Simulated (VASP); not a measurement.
**Gd (hcp): computed properties**

Method: r2SCAN meta-GGA, VASP's PBE PAW potentials (set 64) (plane waves; VASP).

For Gd, the space group is P6_3/mmc (194) and the cell is a = b = 3.696 Å, c = 5.640 Å, α = β = 90.00°, γ = 120.00°. The volume per atom comes out as 33.37 Å^3/atom, the band gap (over mesh and band path) is none (metal, semimetal or under 0.01 eV) and the band gap with spin-orbit coupling is none (metallic). The density is 7.83 g/cm³.

Space group P6₃/mmc (No. 194); a = 3.6964 Å, b = 3.6964 Å, c = 5.6399 Å, α = 90.00°, β = 90.00°, γ = 120.00°

| atom | site | symmetry | x | y | z |
|---|---|---|---|---|---|
| Gd | 2c | -6m2 | 0.3333 | 0.6667 | 0.2500 |

Measured: a 3.634 Å at 293 K (computed value off by +1.7 %), c 5.782 Å at 293 K (computed value off by -2.5 %), as given by Wikipedia, Gadolinium (infobox). The calculation is for a static lattice, while the measured a, c hold thermal and zero-point effects, which are part of the difference. The 4f electrons are frozen in the core of the lanthanide potential, so 4f levels, which can set the real gap, and their magnetism are missing.

The compound is Gd in the hcp structure. It was relaxed first. Symmetry was kept, so distortions that lower it aren't found.
